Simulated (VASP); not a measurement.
A VASP calculation is set up with these files.

KPOINTS:
```
Automatic
0
Gamma
 6 6 8
0 0 0
```

POSCAR:
```
SiO2
1
    4.0895985143     0.0000000000     0.0000000000
    0.0000000000     4.0895985143     0.0000000000
    0.0000000000     0.0000000000     2.6390718056
Si O
2 4
Direct
  0.0000000000   0.0000000000   0.0000000000
  0.5000000000   0.5000000000   0.5000000000
  0.3039411123   0.3039411123   0.0000000000
  0.8039411123   0.1960588877   0.5000000000
  0.1960588877   0.8039411123   0.5000000000
  0.6960588877   0.6960588877   0.0000000000
```

### INCAR
```
ALGO = Normal
EDIFF = 1E-6
EDIFFG = -0.02
ENCUT = 620
IBRION = 2
ISIF = 3
ISMEAR = 0
LASPH = .True.
LCHARG = .False.
LMIXTAU = .True.
LREAL = .False.
LWAVE = .False.
METAGGA = R2SCAN
NELM = 100
NSW = 40
PREC = Accurate
PSTRESS = 300
SIGMA = 0.05
SYSTEM = SiO2
```

POTCAR, in this order: Si O (PBE.64 set). Program: vasp_std.

Task: Write an equivalent input for Ansatz.

Result: One equivalent input (not run):
Ansatz 0.2 input:
```yaml
crystal:
  lattice:
    - [4.0895985, 0.0000000, 0.0000000]
    - [0.0000000, 4.0895985, 0.0000000]
    - [0.0000000, 0.0000000, 2.6390718]
  atoms:
    - { symbol: Si, position: [0.0000000, 0.0000000, 0.0000000] }
    - { symbol: Si, position: [0.5000000, 0.5000000, 0.5000000] }
    - { symbol: O, position: [0.3039411, 0.3039411, 0.0000000] }
    - { symbol: O, position: [0.8039411, 0.1960589, 0.5000000] }
    - { symbol: O, position: [0.1960589, 0.8039411, 0.5000000] }
    - { symbol: O, position: [0.6960589, 0.6960589, 0.0000000] }
kpoints:
  mp_grid: { grid: [6, 6, 8] }
hamiltonian:
  xc: r2scan
  pseudopotentials: { kind: paw }
scf:
  occupations: { method: gaussian, width: 0.05 }
  max_iter: 100
relax:
  max_steps: 40
  f_tol: 0.02
  cell: { p_target: 30 }
output: { forces: true, stress: true, eigenvalues: true }
```
The two are equivalent in intent, not identical: each code has its own PAW files, so the cut-off isn't converted (ENCUT is set for VASP's; basis.ecutwfc is left out, and Ansatz then takes the one that its files recommend); Ansatz stops its SCF on the density residual and VASP on the energy change (EDIFF).

The compound is SiO2 in the rutile structure, stishovite, a high-pressure form. This run relaxes it under an external pressure of 30 GPa. Symmetry was kept, so distortions that lower it aren't found.
